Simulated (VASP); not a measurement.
Given:

```yaml
crystal:
  lattice:
    - [0.00000, 3.06000, 3.06000]
    - [3.06000, 0.00000, 3.06000]
    - [3.06000, 3.06000, 0.00000]
  atoms:
    - { symbol: Pb, position: [0.00000, 0.00000, 0.00000] }
    - { symbol: Se, position: [0.50000, 0.50000, 0.50000] }
```

Method: PBE GGA, VASP's PBE PAW potentials (set 64) (plane waves; VASP). Numerical set-up: 400 eV cut-off, 8×8×8 Monkhorst-Pack mesh, Gaussian smearing of 0.050 eV, potentials Pb_d Se.

Q: Estimate the energy per atom (σ→0), pressure.

A: 
```json
{
  "energy per atom (σ→0)": "-4.088 eV/atom",
  "pressure": "2.43 GPa"
}
```

The absolute energy has meaning only against runs of the same code, potentials and settings.

The compound is PbSe in the rock salt structure. The cell was not relaxed at this level. The run is one of a series of settings (KPOINTS 8×8×8 Monkhorst-Pack mesh against the base run), some of them coarse on purpose.
